## Question

Cobalt silicide, CoSi, is relaxed from the same starting cell with twelve density functionals. The volume change is counted from that starting cell, whose edge is 4.438 Å. The relaxed length a is the edge of the final cubic cell, and every comparison of edges below uses these relaxed values.

Calculated values. VASP 6.6.1, plane-wave PAW DFT with collinear spins: CoSi (space group P2_13, 8-atom cell), with cell and atoms relaxed from a = 4.438 Å, the reference for the volume change. All runs use a 600 eV cutoff, a 6×6×6 k mesh and Fermi-Dirac smearing of 0.05 eV, without spin-orbit coupling or an added dispersion correction.

| functional | potentials | volume change (%) | relaxed length a (Å) |
| --- | --- | --- | --- |
| LDA | VASP PAW LDA potentials, recommended | -5.690 | 4.352 |
| PBE | VASP PAW PBE potentials, recommended, release 54 | -0.540 | 4.430 |
| revPBE | VASP PAW PBE potentials, recommended | 0.650 | 4.448 |
| BLYP | VASP PAW PBE potentials, recommended | 4.630 | 4.505 |
| AM05 | VASP PAW PBE potentials, recommended | -4.030 | 4.378 |
| BEEF-vdW | VASP PAW PBE potentials, recommended | -0.540 | 4.430 |
| optB86b-vdW | VASP PAW PBE potentials, recommended | -1.560 | 4.415 |
| optB88-vdW | VASP PAW PBE potentials, recommended | 0.130 | 4.440 |
| optPBE-vdW | VASP PAW PBE potentials, recommended | 0.940 | 4.452 |
| rev-vdW-DF2 | VASP PAW PBE potentials, recommended | -1.520 | 4.415 |
| vdW-DF-cx | VASP PAW PBE potentials, recommended | -2.500 | 4.401 |
| vdW-DF2 | VASP PAW PBE potentials, recommended | 5.630 | 4.520 |

The seven functionals with "vdW" in their names contain nonlocal correlation, the term that describes van der Waals attraction.

(a) rev-vdW-DF2 and vdW-DF2 use the same correlation and differ only in exchange. What does this pair show about the origin of the cell size?

(b) Gradient-corrected exchange multiplies the exchange energy density of a uniform electron gas by a factor $F(s)$. Here $s=|\nabla n|/[2(3\pi^2)^{1/3}n^{4/3}]$ is the reduced gradient of the electron density $n$. With rounded coefficients,

$$F_{\text{rev-vdW-DF2}}=1+\frac{0.12\,s^2}{(1+0.17\,s^2)^{4/5}},$$

$$F_{\text{vdW-DF2}}=(1+1.9\,s^2+17\,s^4+0.16\,s^6)^{1/15}.$$

Evaluate both at $s=1$ and explain the difference in volume.

(c) At $s=1$ the exchange factors of BLYP and PBE are almost equal. Why might BLYP still give a much larger cell?

## Model answer

**(a)** The two volumes differ by 7.15 percentage points of the starting volume, nearly two thirds of the spread of the whole table. Since the correlation is the same, the choice of exchange makes this difference. Van der Waals attraction is present in both runs, yet one cell shrinks and the other becomes the largest of all. Magnetism plays no part: the cobalt atoms started with magnetic moments in every run and lost them.

**(b)** The exchange energy is negative, so a larger $F$ lowers the total energy. When the crystal expands, the density between the atoms thins out. The factor $n^{4/3}$ in the denominator of $s$ then falls faster than the gradient above it, and $s$ rises. A functional whose $F$ climbs steeply with $s$ therefore favours expansion more than one whose $F$ stays flat, and this acts as an outward push on the cell.

At $s=1$ the two factors are

$$F_{\text{rev-vdW-DF2}}=1+\frac{0.12}{1.17^{0.8}}\approx1.11,$$

$$F_{\text{vdW-DF2}}=(20.06)^{1/15}\approx1.22.$$

The excess over the uniform gas is thus about twice as large in vdW-DF2. Its exchange pushes outward more strongly, in line with its larger cell.

The two factors start out alike. For small $s$ the vdW-DF2 factor grows as $(1.9/15)s^2\approx0.13\,s^2$, which equals the $0.12\,s^2$ of the other apart from rounding. They part because the term in $s^4$ overtakes the term in $s^2$ already near $s=1/3$. What separates the two volumes is thus the climb of $F$ at the larger gradients present in the crystal, not its behaviour in a nearly uniform gas.

The same argument fits the small cells, although correlation differs there too. LDA has $F=1$ everywhere, feels no such push and gives the smallest volume. AM05 comes next, 1.66 points higher; its exchange factor stays close to 1 at moderate $s$. Part of that small gap may come from the potentials, since AM05 was run with those made for PBE and LDA with its own.

**(c)** If exchange alone decided, BLYP should lie close to PBE. Its volume is 5.17 points larger. revPBE is a useful control: it keeps the correlation of PBE and has a slightly larger exchange factor at $s=1$ than BLYP, but its volume exceeds that of PBE by only 1.19 points. The comparison therefore points to the correlation part of BLYP.

Theory offers a reason. LYP correlation was built from the helium atom and does not reproduce the correlation energy of a uniform electron gas. For such a gas it gives too little correlation energy. In a solid with delocalised valence electrons, as in this semimetal, this is expected to weaken the cohesion and enlarge the cell. A run with the exchange of BLYP and the correlation of PBE would test this directly.

## Remarks on the reasoning

**How far the estimate carries.** The factor at $s=1$ is a guide to order among functionals that share their correlation. Four more rows form such a family: vdW-DF-cx, optB86b-vdW, optB88-vdW and optPBE-vdW. Their excess over the uniform gas rises from about 9% to 15%, and their volumes rise in the same order, by 3.44 points in all. The printed output after this text lists the measure for nine functionals; no coefficient was adjusted to the volumes.

**Where one gradient is not enough.** optB88-vdW and optPBE-vdW have nearly the same factor at $s=1$, and at $s=0.5$ their order is reversed. The larger cell of optPBE-vdW is a real result of the runs, because the pressure left after its relaxation is worth only about 0.1% in volume. The height of $F$ at one gradient does not explain it, but the argument in (b) rests on how steeply $F$ climbs. Between $s=0.5$ and $s=1$ the factor of optPBE-vdW gains more than that of optB88-vdW, in line with its larger cell. A full account would weight the whole curve by how much of the crystal has each gradient.

**Where the comparison breaks down.** Between families the ranking fails. optPBE-vdW has a smaller exchange factor at $s=1$ than PBE, yet its cell is 1.48 points larger. PBE has a gradient correction in its correlation as well, and this opposes part of the outward push of exchange. The vdW functional has a nonlocal term in its place, so the balance is different.

**Equal volumes are not equal physics.** PBE and BEEF-vdW end at the same volume to the digits shown, although they differ in both exchange and correlation. optB86b-vdW and rev-vdW-DF2 also nearly coincide. In that pair rev-vdW-DF2 has the slightly weaker exchange push, but also a weaker nonlocal attraction, and the two differences can offset each other. Agreement in one volume is thus no guarantee that two functionals will agree on another property.

**What the spread means in use.** The largest cell has 12% more volume than the smallest, but its edge is only 3.9% longer, because volume goes as the cube of the edge. For a crystal this stiff that is still a large strain. A cell taken from one functional and used unrelaxed with another can therefore carry a stress that comes only from the change of method. A volume change near zero marks closeness to the starting cell, not to experiment, so the table does not rank the functionals by accuracy.

Printed output of the fit:

```
Largest minus smallest volume change (points of the starting volume): 11.32
Largest cell volume above the smallest (%): 12
Longest minus shortest edge (angstrom): 0.168
Longest edge above the shortest (%): 3.86
PBE minus LDA (points): 5.15
AM05 minus LDA (points): 1.66
revPBE minus PBE, exchange alone changed (points): 1.19
optPBE-vdW minus vdW-DF-cx, same correlation (points): 3.44
vdW-DF2 minus rev-vdW-DF2, same correlation (points): 7.15
BLYP minus PBE (points): 5.17
optPBE-vdW minus PBE (points): 1.48
rev-vdW-DF2 minus optB86b-vdW (points): 0.04
Exchange excess at s of 1, vdW-DF-cx (%): 9.244
Exchange excess at s of 1, rev-vdW-DF2 (%): 10.58
Exchange excess at s of 1, optB86b-vdW (%): 10.96
Exchange excess at s of 1, optB88-vdW (%): 14.71
Exchange excess at s of 1, optPBE-vdW, main part of its formula (%): 15.25
Exchange excess at s of 1, vdW-DF2 (%): 22.13
Exchange excess at s of 1, PBE (%): 17.25
Exchange excess at s of 1, revPBE (%): 18.59
Exchange excess at s of 1, BLYP (%): 17.42
Exchange excess at s of 0.5, optB88-vdW (%): 4.636
Exchange excess at s of 0.5, optPBE-vdW, main part of its formula (%): 4.306
Volume error from the largest leftover pressure, rough (%): 0.1175
```
